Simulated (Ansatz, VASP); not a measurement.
# Cu2W: VASP beside Ansatz

```
Cu W
1.0
     0.00000    2.89535    2.89535
     2.89535    0.00000    2.89535
     2.89535    2.89535    0.00000
Cu W
2 1
Cartesian
  1.4477 1.4477 1.4477
  4.3430 4.3430 4.3430
  0.0000 0.0000 0.0000
```

Change from the starting cell: species swapped into the LuH2 type (Fm-3m, No. 225).

Alike in both runs: functional PBE; k mesh 6 × 6 × 6; occupations gaussian, width 0.1 eV; no spin polarisation.

Ansatz relaxed the structure, and its values are those at the end. VASP's run is a single point on that final structure, the one shown.

|  | VASP | Ansatz |
| --- | --- | --- |
| version | VASP 6.6.1 | Ansatz 0.2.0 |
| potentials or method | VASP PAW PBE potentials, release 64 (Cu, W_sv) | scalar-relativistic, plane waves, PAW |
| plane-wave cutoff (eV) | 520 | 420 |
| valence electrons in the cell | 36 | 52 |

```csv
,VASP,Ansatz,Ansatz less VASP
gap on the k mesh at the Fermi level (eV),none,none,-
pressure (GPa),0.1,0.0,-0.03
```

A gap of «none» marks a metal or a gap that the smearing closes. The two sets of potentials don't hold the same shells in valence.

Spin-orbit coupling is left out, which matters for the levels of W.
